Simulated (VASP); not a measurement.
```xyz
6
Lattice="-3.2990 3.2990 2.6545 3.2990 -3.2990 2.6545 3.2990 3.2990 -2.6545" Properties=species:S:1:pos:R:3 pbc="T T T"
Ge     4.3415     1.0425     0.0000
Ge     1.0425     2.2565     0.0000
Ge     2.2565     1.0425     2.6545
Ge    -1.0425     2.2565     2.6545
Tc     0.0000     0.0000     3.9817
Tc     0.0000     0.0000     1.3272
```

The numbers are results of PBE GGA, VASP's PBE PAW potentials (set 64) (plane waves; VASP), not measurements. Run with 300 eV cut-off, 3×3×3 Γ-centred mesh, Fermi-Dirac smearing of 0.10 eV, potentials Ge_d Tc_pv.

At this cut-off the stress carries a Pulay error, which pulls relaxed volumes low.

**Question.** Estimate the energy per atom (σ→0), pressure, band gap (on the k-mesh) with the smallest direct gap where there is one.

**Answer.** 
```json
{
  "band gap (on the k-mesh)": "none (metal, semimetal or under 0.01 eV)",
  "energy per atom (σ→0)": "-6.293 eV/atom",
  "pressure": "-169.6 kbar"
}
```

The absolute energy has meaning only against runs of the same code, potentials and settings.

The structure was generated: TcGe2 was put into an ordered model structure, which need not be its known phase. The cell was not relaxed at this level. The k-mesh is coarse (spacing up to 0.51 per Å, 2π included), so the numbers may not be converged in it.
